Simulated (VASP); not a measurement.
A convergence study with VASP on Pb: one setting is varied, all else stays as given below, so the limit is that of these other settings.

```yaml
crystal:
  lattice:
    - [3.48968, 0.00000, 0.00000]
    - [1.74484, 3.02215, 0.00000]
    - [0.00000, 0.00000, 22.54792]
  atoms:
    - { symbol: Pb, position: [0.66667, 0.66667, 0.31045] }
    - { symbol: Pb, position: [0.00000, 0.00000, 0.43682] }
    - { symbol: Pb, position: [0.33333, 0.33333, 0.56318] }
    - { symbol: Pb, position: [0.66667, 0.66667, 0.68955] }
```

All values below come from PBE GGA, VASP's PBE PAW potentials (set 64) (plane waves; VASP). The tightest run used: 600 eV cut-off, 10×10×1 Γ-centred mesh, Gaussian smearing of 0.10 eV, potentials Pb_d.

**Question.** The settings run are ENCUT = 150; ENCUT = 180; ENCUT = 210; ENCUT = 255; ENCUT = 360; ENCUT = 450; ENCUT = 600. From which on does the largest force stay within 0.01 eV/Å of the tightest run?

**Answer.** From ENCUT = 210 on: it is off by 0.001 there and by no more than 0.01 in any finer run, while ENCUT = 180 is off by 0.016.
```
setting      E (eV/atom)  largest force (eV/Å)  plane waves  difference judged (eV/Å)
-----------  -----------  --------------------  -----------  ------------------------
ENCUT = 150       2.3450                 0.208         1022                     0.001
ENCUT = 180      -2.8622                 0.224         1332                     0.016
ENCUT = 210      -3.4337                 0.207         1664                     0.001
ENCUT = 255      -3.4733                 0.205         2235                     0.003
ENCUT = 360      -3.4726                 0.209         3753                     0.001
ENCUT = 450      -3.4742                 0.208         5214                     0.001
ENCUT = 600      -3.4739                 0.208         7964                     0.000
```

Left out are rungs that failed or repeat a setting and relaxations that didn't move; long series are thinned to 24 rows.

The cell is a sheet or thin cut with vacuum, built from a generated structure.
